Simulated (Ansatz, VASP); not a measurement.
**Cross-check of GeMo (h-BN type (invented)) between VASP and Ansatz**

One calculation is typed for both programs; each brings its own data sets. How far apart do they land? The cell is generated by rule, not measured, and may not be a known phase. Of the first pair: The cell is taken from a series of runs on this material, whose earlier steps may have relaxed, scaled, displaced or heated it; both programs get it as it stands.

Program: Ansatz 0.2.0. Level of theory: plane waves, with VASP 6.6.1 beside it; relaxation of cell and atoms at PBE with D4. Results are calculated unless marked as measured.

**1. Set-up**

Symmetry: P6_3/mmc, No. 194, hexagonal system. The conventional cell has a = 4.303 Å, b = 4.303 Å, c = 4.968 Å, α = 90.00°, β = 90.00°, γ = 120.00°. Nearest to Mo lie 5 Ge at 2.48 Å. Nearest to Ge lie 5 Mo at 2.48 Å. Farther neighbours are not listed.

**2. Ansatz: relaxation of cell and atoms, PBE with D4, pair 1**

Ansatz runs on its default PAW (the set named soft_2) files.

The relaxed volume is the usual yardstick between codes: in a stiff, nearly cubic crystal its relative difference is about their pressure difference at one cell divided by the bulk modulus.

input.yaml reads:

```yaml
crystal:
  lattice:
    - [4.3025828802, 0.0, 0.0]
    - [-2.1512914401, 3.7261460762, 0.0]
    - [0.0, 0.0, 4.9679504908]
  atoms:
    - { symbol: Mo, position: [0.3333333333, 0.6666666667, 0.25] }
    - { symbol: Mo, position: [0.6666666667, 0.3333333333, 0.75] }
    - { symbol: Ge, position: [0.6666666667, 0.3333333333, 0.25] }
    - { symbol: Ge, position: [0.3333333333, 0.6666666667, 0.75] }
kpoints:
  mp_grid: { grid: [12, 12, 8] }
hamiltonian:
  xc: pbe
  dispersion: d4
scf:
  occupations: { method: gaussian, width: 0.1 }
output:
  forces: true
  stress: true
  eigenvalues: true
relax:
  adjacent_minimum: "off"
  f_tol: 0.005
  max_steps: 80
  cell: { stress_tol: 0.05 }
```

Command:

```
> ansatz run input.yaml --threads 2 --pin off --max-ram 5120MiB --backend cpu --events-out ev --progress --plain --runs-dir out
```

Numbers of over 12 decimals in the logs are rounded to 6 here.

The program printed:

```text
Engine: ansatz 0.2.0, aarch64-unknown-linux-gnu
Pseudopotentials: kind: paw
Pseudopotential: Mo, paw, valence charge 14, recommended cutoff 420 eV (normal), Mo.paw.azcp
Pseudopotential: Ge, paw, valence charge 14, recommended cutoff 420 eV (normal), Ge.paw.azcp
Functional definition: PBE
  parameter kappa = 0.804
  parameter beta = 0.066725
  exchange = pbe_x(kappa = kappa, mu = beta*pi^2/3)
  correlation = pbe_c(beta = beta)
Crystal: 4 atoms, lattice volume = 79.646 Å³
Basis set: ecut = 420 eV, 1511 PW (Γ), exchange–correlation on 60×60×72 points (8 copies of the dense FFT grid, shifted against one another)
Bands: 34, of which v1, the nominal top of the filled ones, is band 28 counted from 1 (27 counted from 0)
Symmetry: 24 space group operations
Space group: P63/mmc (ITA 194), of the structure as read, at distance tolerance 4.3e-5 Å
k-points: 95 of 1152
Non-local potential: Mo, projectors of the file, l = 0: 3, l = 1: 2, l = 2: 2, l = 3: 1
Non-local potential: Ge, projectors of the file, l = 0: 2, l = 1: 2, l = 2: 3, l = 3: 1
PAW form: soft (Blöchl's): semilocal exchange-correlation on the pseudo side does not see the compensation charge
PAW one-centre angular grid: Mo, 590 points (default); XC on 64 Gauss nodes
PAW one-centre angular grid: Ge, 590 points (default); XC on 64 Gauss nodes
Initial density: superposition of atomic densities (neutral atoms: chi_scale 0, normalization atom), corrected by the library's trained network
Initial wavefunctions: pseudopotential atomic-orbital guess
Functional: x = pbe(κ = 0.804, μ = 0.219515), c = pbe(β = 0.066725)
SCF iter   1: F=—  HF=-18501.499750 eV  |F-HF|=—  |Δ(HF+E_count)|=         —  Δρ=6.47e-3  dr2=1.63e-2  ethr=1.77e-3  ⟨swp⟩=5.8  Hψ=12013  notcnv=0
preconditioner: auto → LDOS  [metal: Δε(μ)=0.004 eV  Ē_g=15.748 eV  σ=0.100 eV  W_gap=0.02  n_scr=22 (ndim 8)  ℏωp=26.3 eV  f_vac=0.039  D(μ)=2.04/eV (n_scr^D=20)  β→1.0]
SCF iter   2: F=—  HF=-18501.502501 eV  |F-HF|=—  |Δ(HF+E_count)|=   2.75e-3  Δρ=1.76e-3  dr2=1.59e-3  ethr=2.92e-5  ⟨swp⟩=2.0  Hψ=6497  notcnv=0  defer=6
SCF iter   3: F=—  HF=-18501.501985 eV  |F-HF|=—  |Δ(HF+E_count)|=   5.16e-4  Δρ=4.32e-4  dr2=1.02e-4  ethr=2.84e-6  ⟨swp⟩=2.0  Hψ=5813  notcnv=0  defer=6
SCF iter   4: F=—  HF=-18501.501929 eV  |F-HF|=—  |Δ(HF+E_count)|=   5.61e-5  Δρ=1.73e-4  dr2=2.88e-5  ethr=1.82e-7  ⟨swp⟩=2.0  Hψ=5078  notcnv=0  defer=6
SCF iter   5: F=—  HF=-18501.501894 eV  |F-HF|=—  |Δ(HF+E_count)|=   3.52e-5  Δρ=3.87e-5  dr2=8.29e-7  ethr=5.15e-8  ⟨swp⟩=2.0  Hψ=5071  notcnv=0  defer=6
SCF iter   6: F=—  HF=-18501.501895 eV  |F-HF|=—  |Δ(HF+E_count)|=   7.76e-7  Δρ=1.24e-5  dr2=1.20e-7  ethr=1.79e-10  ⟨swp⟩=7.5  Hψ=14442  notcnv=0
SCF iter   7: F=-18501.501895 eV  HF=-18501.501895 eV  |F-HF|=1.52e-9  |Δ(HF+E_count)|=   6.01e-8  Δρ=1.51e-6  dr2=1.23e-9  ethr=1.79e-10  ⟨swp⟩=4.0  Hψ=9908  notcnv=0
SCF 1 converged in 7 iterations: F = -18501.501895 eV  dr2 = 1.23e-9
  greatest PAW one-centre occupation: 0.998 electrons in one spin orbital (limit 2), on the Ge atom at site 3 (counted from 0), in its partial waves of l = 2
relax step   1: F+E_penalty+E_count = -18501.50189489 eV  Δ(F+E_penalty+E_count) = +0.000e0 eV  max|allowed force component| = 3.701e-17 eV/Å  Δτ_max = 0.0000 Å  P = +0.078 GPa  Ω = 79.646 Å³  (7 SCF iters, dr2 threshold 1.00e-7 eV, accepted)
[...]
relax step   2: F+E_penalty+E_count = -18501.50190251 eV  Δ(F+E_penalty+E_count) = -7.621e-6 eV  max|allowed force component| = 4.626e-17 eV/Å  Δτ_max = 0.0000 Å  P = -0.028 GPa  Ω = 79.716 Å³  energy of the carried Pulay correction = -1.549e-5 eV  (4 SCF iters, dr2 threshold 4.19e-8 eV, accepted)
[...]
relax step   3: F+E_penalty+E_count = -18501.50191923 eV  Δ(F+E_penalty+E_count) = -1.672e-5 eV  max|allowed force component| = 3.701e-17 eV/Å  Δτ_max = 0.0000 Å  P = -0.028 GPa  Ω = 79.716 Å³  stress off target by 3.39e-2 GPa  SCF on the basis re-selected at this cell (its energy is not comparable with the rows above)  (4 SCF iters)
basis re-selected at this cell: Δ(F+E_penalty+E_count) = -1.672e-5 eV, ΔP = +0.000 GPa vs the last step (what re-selecting the basis moved, of the pressure what is left beyond the Pulay correction that the steps carried, after the strain that the cell walked since its last selection, with what the two solves' SCF thresholds leave and, on support functions, any second-order correction that the steps lacked; it is no m [...]
SCF converged after 4 iterations
Free energy (F): -18501.501919 eV
Harris-Foulkes:  -18501.501919 eV  (|F-HF|=2.18e-11)
Internal energy: -18501.491793 eV  (E = F + TS)
E sigma→0 (E₀):  -18501.496856 eV
Entropy (-TS):   -0.010126 eV (-2.532 meV/atom)
Fermi energy:    12.730367 eV
--- Per-component energies (eV) ---
  E_band       = -511.254807
  E_kinetic    = 1108.713489
  E_local      = -7140.291782  (includes V_loc(G=0)·N_el)
  E_nonlocal   = 1128.404672
  E_hartree    = 2946.850469
  E_xc         = -517.722408
  E_vxc        = -586.671133  (∫ρ·V_xc dr)
  E_paw        = -10443.602694  (= ΣΔE_a)
  E_vpaw       = -915.111478  (= ΣTr[D̂ρ^β])
  E_aug_tail   = 0.000700  (compensation charges beyond the density's cutoff)
  E_ewald      = -5582.148275
  E_disp       = -1.695965  (pairwise vdW)
  E_smearing   = -0.010126  (= −TS)
  E_closure    = 0.000000  (closes the sum)
  Σ components = -18501.501919   (vs F -18501.501919, Δ=0.00e0)
--- Forces (eV/Å), atoms counted from 1 ---
  atom   1  Mo     0.00000000    -0.00000000    -0.00000000
  atom   2  Mo     0.00000000     0.00000000     0.00000000
  atom   3  Ge     0.00000000     0.00000000    -0.00000000
  atom   4  Ge     0.00000000    -0.00000000     0.00000000
  max |Σ_I F_I| component: 4.16e-17 eV/Å
--- Stress (GPa, compression-positive) ---
       -0.033913       0.000000       0.000000
        0.000000      -0.033913       0.000000
        0.000000       0.000000      -0.015994
  P = ⅓ Tr σ = -0.0279 GPa (-0.279 kbar)
--- Band table (eV; the first three rows and the last of 95) ---
  k-point 0: bands = [... 24 lower, 9.9610, 11.1462, 11.1462, 12.0615, 13.1235, 13.1235, 15.7674, 16.0493, ... 2 higher]
  k-point 1: bands = [... 24 lower, 9.6476, 11.3765, 11.3765, 11.6912, 13.1880, 13.1880, 15.5621, 16.6219, ... 2 higher]
  k-point 2: bands = [... 24 lower, 9.4118, 10.8050, 11.8770, 11.8770, 13.2830, 13.2830, 15.4928, 17.0760, ... 2 higher]
  k-point 94: bands = [... 24 lower, 10.1940, 10.1940, 11.7160, 11.7160, 13.4679, 13.4679, 14.2799, 14.2799, ... 2 higher]
--- Relaxed structure (2 steps of the walk, 2 accepted, 1 SCFs on fresh bases) ---
  F+E_penalty+E_count = -18501.50191923 eV   max|allowed force component| = 3.701e-17 eV/Å   (the final SCF, on the basis selected at the relaxed cell)
  cell:  # Å, volume = 79.7164 Å³
    - [4.304619, 0.0, 0.0]
    - [-2.152310, 3.727910, 0.0]
    - [0.0, 0.0, 4.967613]
  atoms:
    - { symbol: Mo, position: [0.333333, 0.666667, 0.250000] }
    - { symbol: Mo, position: [0.666667, 0.333333, 0.750000] }
    - { symbol: Ge, position: [0.666667, 0.333333, 0.250000] }
    - { symbol: Ge, position: [0.333333, 0.666667, 0.750000] }
```

Reading the cycles: dr2 is the Hartree energy of the density residual (eV), the measure of convergence; HF is the Harris–Foulkes estimate of the energy, which meets the free energy F at convergence.

**3. VASP: relaxation of cell and atoms, PBE with D4, pair 1**

The same cell, functional, mesh and smearing now go to VASP, with its own data sets.

Lines of VASP's logs that name or quote its potential files are left out, and so is its time.

INCAR reads:

```
SYSTEM = GeMo
PREC = Accurate
ENCUT = 500
EDIFF = 1E-07
NELM = 120
ISMEAR = 0
SIGMA = 0.1
LREAL = .FALSE.
ALGO = Normal
GGA = PE
IVDW = 13
NBANDS = 34
LASPH = .TRUE.
LORBIT = 11
LWAVE = .FALSE.
LCHARG = .FALSE.
ISIF = 3
IBRION = 2
NSW = 80
EDIFFG = -0.005
GGA_COMPAT = .FALSE.
NELMIN = 4
KPAR = 2
```

POSCAR reads:

```
GeMo
1.0
    4.3025830000      0.0000000000      0.0000000000
   -2.1512910000      3.7261460000      0.0000000000
    0.0000000000      0.0000000000      4.9679500000
Mo Ge
2 2
Direct
    0.3333332111      0.6666665772      0.2500001006
    0.6666665564      0.3333334228      0.7500001006
    0.6666665564      0.3333334228      0.2500001006
    0.3333332111      0.6666665772      0.7500001006
```

KPOINTS reads:

```
Automatic mesh
0
Gamma
12 12 8
0 0 0
```

Potentials, in the order of the species: Mo_sv and Ge_d (PBE family, release 64).

Command:

```
> mpirun -np 2 vasp_std
```

The program printed:

```text
[banner, memory and clock lines left out]
running    2 mpi-ranks, on    1 nodes
 distrk:  each k-point on    1 cores,    2 groups
 distr:  one band on    1 cores,    1 groups

 POSCAR found type information on POSCAR MoGe
 POSCAR found :  2 types and       4 ions
 LDA part: xc-table for (Slater+PW92), standard interpolation
 POSCAR, INCAR and KPOINTS ok, starting setup
 FFT: planning ... GRIDC
 FFT: planning ... GRID_SOFT
 FFT: planning ... GRID
 WAVECAR not read
 entering main loop
       N       E                     dE             d eps       ncg     rms          rms(c)
DAV:   1     0.690993694751E+03    0.69099E+03   -0.30059E+04  8252   0.382E+03
DAV:   2     0.637082879091E+02   -0.62729E+03   -0.61491E+03  6612   0.861E+02
DAV:   3    -0.251588909679E+02   -0.88867E+02   -0.86843E+02  7280   0.219E+02
DAV:   4    -0.301637383030E+02   -0.50048E+01   -0.48954E+01  7940   0.527E+01
DAV:   5    -0.302862302395E+02   -0.12249E+00   -0.12193E+00  7938   0.906E+00    0.190E+01
DAV:   6    -0.288160942359E+02    0.14701E+01   -0.96938E+00  7996   0.170E+01    0.373E+00
DAV:   7    -0.287220226763E+02    0.94072E-01   -0.61059E-01  8362   0.673E+00    0.314E+00
DAV:   8    -0.286937876901E+02    0.28235E-01   -0.76713E-02  7864   0.245E+00    0.219E-01
DAV:   9    -0.286936085713E+02    0.17912E-03   -0.66347E-03  8854   0.951E-01    0.120E-01
DAV:  10    -0.286937179022E+02   -0.10933E-03   -0.71773E-04  7900   0.256E-01    0.348E-02
DAV:  11    -0.286937379076E+02   -0.20005E-04   -0.74129E-05  7456   0.685E-02    0.980E-03
DAV:  12    -0.286937415498E+02   -0.36422E-05   -0.10535E-05  8484   0.381E-02    0.465E-03
DAV:  13    -0.286937421271E+02   -0.57735E-06   -0.13520E-06  6852   0.883E-03    0.300E-03
DAV:  14    -0.286937421644E+02   -0.37297E-07   -0.13570E-07  4462   0.228E-03
   1 F= -.30390660E+02 E0= -.30385598E+02  d E =-.303907E+02
 curvature:   0.00 expect dE= 0.000E+00 dE for cont linesearch  0.000E+00
 trial: gam= 0.00000 g(F)=  0.519E-39 g(S)=  0.714E-03 ort = 0.000E+00 (trialstep = 0.100E+01)
 search vector abs. value=  0.714E-03
 bond charge predicted
       N       E                     dE             d eps       ncg     rms          rms(c)
DAV:   1    -0.287223230481E+02   -0.28581E-01   -0.39446E-01  8144   0.696E+00    0.115E+00
DAV:   2    -0.287047560505E+02    0.17567E-01   -0.72347E-02  6750   0.195E+00    0.311E-01
DAV:   3    -0.287029399261E+02    0.18161E-02   -0.33114E-03  8164   0.719E-01    0.168E-01
DAV:   4    -0.287022416579E+02    0.69827E-03   -0.14371E-03  7956   0.382E-01    0.595E-02
DAV:   5    -0.287021965037E+02    0.45154E-04   -0.29209E-04  8410   0.207E-01    0.251E-02
DAV:   6    -0.287021858855E+02    0.10618E-04   -0.62897E-05  8884   0.703E-02    0.108E-02
DAV:   7    -0.287021847149E+02    0.11705E-05   -0.32825E-06  7036   0.112E-02    0.180E-03
DAV:   8    -0.287021848555E+02   -0.14060E-06   -0.19285E-07  5082   0.264E-03    0.595E-04
DAV:   9    -0.287021848386E+02    0.16935E-07   -0.29135E-08  3424   0.176E-03
   2 F= -.30390503E+02 E0= -.30385407E+02  d E =0.156752E-03
 trial-energy change:    0.000157  1 .order    0.000120   -0.000714    0.000953
 step:   0.3963(harm=  0.4281)  dis= 0.00000  next Energy=   -30.390799 (dE=-0.139E-03)
 bond charge predicted
       N       E                     dE             d eps       ncg     rms          rms(c)
DAV:   1    -0.287046077373E+02   -0.24229E-02   -0.14309E-01  8136   0.416E+00    0.704E-01
DAV:   2    -0.286981825105E+02    0.64252E-02   -0.25877E-02  6798   0.118E+00    0.190E-01
DAV:   3    -0.286975418463E+02    0.64066E-03   -0.11683E-03  8148   0.431E-01    0.104E-01
DAV:   4    -0.286973048608E+02    0.23699E-03   -0.50620E-04  7988   0.227E-01    0.368E-02
DAV:   5    -0.286973010870E+02    0.37737E-05   -0.96930E-05  8340   0.120E-01    0.147E-02
DAV:   6    -0.286972995985E+02    0.14886E-05   -0.20833E-05  8902   0.408E-02    0.660E-03
DAV:   7    -0.286973000468E+02   -0.44833E-06   -0.12949E-06  6510   0.700E-03    0.982E-04
DAV:   8    -0.286972999375E+02    0.10932E-06   -0.50582E-08  3514   0.189E-03    0.333E-04
DAV:   9    -0.286972999016E+02    0.35909E-07   -0.10915E-08  3302   0.115E-03
   3 F= -.30390813E+02 E0= -.30385738E+02  d E =-.153334E-03
 curvature:  -0.21 expect dE=-0.216E-05 dE for cont linesearch -0.320E-06
 trial: gam=-0.03166 g(F)=  0.263E-39 g(S)=  0.101E-04 ort = 0.327E-04 (trialstep = 0.879E+00)
 search vector abs. value=  0.876E-05
 reached required accuracy - stopping structural energy minimisation
```

OUTCAR, selected parts (step 3):

```text
ion  position               nearest neighbor table
   1  0.333  0.667  0.250-   4 2.48   4 2.48   3 2.48   3 2.48   3 2.48
   2  0.667  0.333  0.750-   3 2.48   3 2.48   4 2.48   4 2.48   4 2.48
   3  0.667  0.333  0.250-   2 2.48   2 2.48   1 2.48   1 2.48   1 2.48
   4  0.333  0.667  0.750-   1 2.48   1 2.48   2 2.48   2 2.48   2 2.48

  LATTYP: Found a hexagonal cell.
 ALAT       =     4.3025830000
 C/A-ratio  =     1.1546436176

 Subroutine GETGRP returns: Found 24 space group operations
 (whereof 12 operations were pure point group operations)

The static configuration has the point symmetry D_3d.
 The point group associated with its full space group is D_6h.

 Found     95 irreducible k-points:

   k-points           NKPTS =     95   k-points in BZ     NKDIM =     95   number of bands    NBANDS=     34

   dimension x,y,z NGX =    32 NGY =   32 NGZ =   36
   dimension x,y,z NGXF=    64 NGYF=   64 NGZF=   72

   ENCUT  =  500.0 eV  36.75 Ry    6.06 a.u.   7.84  7.84  9.06*2*pi/ulx,y,z

   NELECT =      56.0000    total number of electrons

 k-points in reciprocal lattice and weights: Automatic mesh
   0.00000000  0.00000000  0.00000000       0.001
   0.08333333  0.00000000  0.00000000       0.005
   0.16666667  0.00000000  0.00000000       0.005
   0.25000000  0.00000000  0.00000000       0.005
   0.33333333  0.00000000  0.00000000       0.005
   0.41666667  0.00000000  0.00000000       0.005
   0.50000000  0.00000000  0.00000000       0.003
   0.08333333  0.08333333  0.00000000       0.005
   0.16666667  0.08333333  0.00000000       0.010
[...]
0.33333333  0.25000000  0.50000000       0.010
   0.33333333  0.33333333  0.50000000       0.002

 average (electrostatic) potential at core
       1 -74.3508       2 -74.3508       3 -71.4692       4 -71.4692

 E-fermi :   7.3387

 k-point     1 :       0.0000    0.0000    0.0000
  band No.  band energies     occupation
    ...
     24       4.3933      2.00000
     25       4.5716      2.00000
     26       5.7580      2.00000
     27       5.7580      2.00000
     28       6.6701      2.00000
     29       7.7337      0.00000
     30       7.7337      0.00000
     31      10.3665      0.00000
     32      10.6489      0.00000
     33      11.4345      0.00000
    ...

 k-point     2 :       0.0833    0.0000    0.0000
  band No.  band energies     occupation
    ...
     24       4.4877      2.00000
     25       4.5546      2.00000
     26       5.6894      2.00000
     27       5.7173      2.00000
     28       6.7420      2.00000
     29       7.7788      0.00000
     30       7.8419      0.00000
     31      10.3959      0.00000
     32      10.5454      0.00000
     33      10.9942      0.00000
    ...

 k-point     3 :       0.1667    0.0000    0.0000
  band No.  band energies     occupation
    ...
     24       4.5144      2.00000
     25       4.7392      2.00000
     26       5.5169      2.00000
     27       5.6145      2.00000
     28       6.8919      2.00000
     29       7.8930      0.00000
     30       8.1298      0.00000
     31       9.8538      0.00000
     32      10.4370      0.00000
     33      10.4585      0.00000
    ...

  DFT-D4 for vdW energy calculation

  Edisp (eV):   -1.69351

  Total       0.01712     0.01712    -0.01590     0.00000     0.00000     0.00000
  in kB       0.34362     0.34362    -0.31915     0.00000     0.00000     0.00000
  external pressure =        0.12 kB  Pullay stress =        0.00 kB

  energy-cutoff  :      500.00
  volume of cell :       79.81
      direct lattice vectors                 reciprocal lattice vectors
     4.305513819  0.000000000  0.000000000     0.232260316  0.134095531 -0.000000000
    -2.152756409  3.728684163 -0.000000000    -0.000000000  0.268191125 -0.000000000
     0.000000000  0.000000000  4.971185777    -0.000000000  0.000000000  0.201159250

 POSITION                                       TOTAL-FORCE (eV/Angst)
 -----------------------------------------------------------------------------------
      0.00000      2.48579      1.24280        -0.000000     -0.000000      0.000000
      2.15276      1.24290      3.72839         0.000000      0.000000      0.000000
      2.15276      1.24290      1.24280         0.000000     -0.000000      0.000000
      0.00000      2.48579      3.72839        -0.000000     -0.000000      0.000000
 -----------------------------------------------------------------------------------
    total drift:                                0.002067      0.000082     -0.001051

  FREE ENERGIE OF THE ION-ELECTRON SYSTEM (eV)
  ---------------------------------------------------
  free  energy   TOTEN  =       -30.3908128604 eV

  energy  without entropy=      -30.3806631293  energy(sigma->0) =      -30.38573799

 reached required accuracy - stopping structural energy minimisation

 total charge
# of ion       s       p       d       tot
------------------------------------------
    1        2.262   6.116   4.105  12.483
    2        2.262   6.116   4.105  12.483
    3        1.155   1.381  10.094  12.630
    4        1.155   1.381  10.094  12.630
--------------------------------------------------
tot          6.833  14.994  28.399  50.226

[... 3 further parts left out ...]
```

CONTCAR:

```
GeMo
   1.00000000000000
     4.3055138188757773    0.0000000003932775    0.0000000000000000
    -2.1527564087567117    3.7286841630360619   -0.0000000000000000
     0.0000000000000000    0.0000000000000000    4.9711857766903043
  Mo              Ge
     2     2
Direct
     0.3333332110999976    0.6666665771999973    0.2500001005999977
     0.6666665564000027    0.3333334228000027    0.7500001005999977
     0.6666665564000027    0.3333334228000027    0.2500001005999977
     0.3333332110999976    0.6666665771999973    0.7500001005999977
```

Dispersion corrections of this kind ignore metallic screening and tend to overbind metals.

**4. Side by side**

Known differences besides the potentials themselves: the cutoff is 420 eV in Ansatz and 500 eV in VASP; Ansatz adds a Pulay correction to the stress that steers its cell, VASP none. Total energies have different zeros and are not compared.

Both answers:

| quantity | Ansatz | VASP | difference |
| --- | --- | --- | --- |
| volume (Å³) | 79.72 | 79.81 | -0.11 % |
| edge a after relaxation, in the typed setting (Å) | 4.305 | 4.306 | -0.02 % |
| edge c after relaxation, in the typed setting (Å) | 4.968 | 4.971 | -0.07 % |

(Part 1 of 2 ends here.)

[Lines on the potential files, build, host, timing and source positions are cut from VASP's logs without a mark.]

[Logs are printed without paths, hosts, clocks, repeated set-up lines and the standing remarks that a program may print on its own settings, such as how far it seeks lower states.]

[Hosts, paths, dates, database ids (printed as entryN), source tags and the programs' standing remarks are cut or masked in the printed files.]
